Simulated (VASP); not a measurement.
Input for VASP

INCAR:
```
! general
SYSTEM  = RbBr
PREC    = Accurate
ENCUT   = 300
LREAL   = .FALSE.
LASPH   = .TRUE.   ! aspherical one-centre terms

! electronic loop
EDIFF   = 1E-6   ! SCF stop (eV)
NELM    = 100
ALGO    = Normal   ! blocked Davidson
LMAXMIX = 4   ! l cut-off of mixed one-centre charges

! smearing
ISMEAR  = 0   ! Gaussian
SIGMA   = 0.01   ! width (eV)

! ions
ISIF    = 2   ! forces and stress, cell fixed

! output
LWAVE   = .FALSE.
LCHARG  = .FALSE.
```

File KPOINTS:
```
Automatic mesh
0
Gamma
3 3 3
0 0 0
```

**POSCAR**
```
RbBr
1
    0.0000000000     3.4645900000     3.4645900000
    3.4645900000     0.0000000000     3.4645900000
    3.4645900000     3.4645900000     0.0000000000
Rb Br
1 1
Direct
  0.0000000000   0.0000000000   0.0000000000
  0.5000000000   0.5000000000   0.5000000000
```

POTCAR, in this order: Rb_sv Br (LDA.64 set). Program: vasp_std.

### Question
Write an equivalent input for Ansatz.

### Answer
One equivalent input (not run):
Ansatz 0.2 input:
```yaml
crystal:
  lattice:
    - [0.0000000, 3.4645900, 3.4645900]
    - [3.4645900, 0.0000000, 3.4645900]
    - [3.4645900, 3.4645900, 0.0000000]
  atoms:
    - { symbol: Rb, position: [0.0000000, 0.0000000, 0.0000000] }
    - { symbol: Br, position: [0.5000000, 0.5000000, 0.5000000] }
kpoints:
  mp_grid: { grid: [3, 3, 3] }
hamiltonian:
  xc: lda
  pseudopotentials: { kind: paw }
scf:
  occupations: { method: gaussian, width: 0.01 }
  max_iter: 100
output: { forces: true, stress: true, eigenvalues: true }
```
Limits of the translation: each code has its own PAW files, so the cut-off isn't converted (ENCUT is set for VASP's; basis.ecutwfc is left out, and Ansatz then takes the one that its files recommend); Ansatz stops its SCF on the density residual and VASP on the energy change (EDIFF); Ansatz's lda is the Perdew-Wang form, while the LDA potentials of VASP carry Perdew-Zunger's.

The structure comes from a computed database's RbBr entry; how it stands against other phases isn't given here. The cell was not relaxed at this level. The k-mesh is coarse (spacing up to 0.52 per Å, 2π included), so the numbers may not be converged in it. The run is one of a series of settings (KPOINTS 3×3×3 Γ-centred mesh against the base run), some of them coarse on purpose.
